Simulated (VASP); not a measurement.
Given:

```
CELL_PARAMETERS angstrom
      4.45994     0.00000     0.00000
      0.00000     4.45994     0.00000
      0.00000     0.00000     2.89413
ATOMIC_POSITIONS crystal
  Ti 0.00000 0.00000 0.00000
  Ti 0.50000 0.50000 0.50000
  O  0.30220 0.30220 0.00000
  O  0.80220 0.19780 0.50000
  O  0.19780 0.80220 0.50000
  O  0.69780 0.69780 0.00000
```

Calculation: PBEsol GGA, VASP's PBE PAW potentials (set 64) (plane waves; VASP). Run with 620 eV cut-off, 5×5×8 Γ-centred mesh, Gaussian smearing of 0.050 eV, potentials Ti_sv O.

Energy and stress use the plane-wave basis of the starting cell.

**Question.** The ions, cell shape and volume at an external pressure of 30.0 GPa are relaxed. Which structure does the run end with?

**Answer.** 
```
CELL_PARAMETERS angstrom
      4.40907     0.00000     0.00000
      0.00000     4.40907     0.00000
      0.00000     0.00000     2.87617
ATOMIC_POSITIONS crystal
  Ti 0.00000 0.00000 0.00000
  Ti 0.50000 0.50000 0.50000
  O  0.30174 0.30174 0.00000
  O  0.80174 0.19826 0.50000
  O  0.19826 0.80174 0.50000
  O  0.69826 0.69826 0.00000
```
Space group P4_2/mnm (136), at a tolerance of 0.03 Å.

**Question.** How do energy and volume change from the first to the last step?

**Answer.** The energy (σ→0) changes by +42.7 meV/atom and the volume by -2.9 %, in 9 ionic steps.

The compound is TiO2 in the rutile structure. This run relaxes it under an external pressure of 30 GPa. Symmetry was kept, so distortions that lower it aren't found.
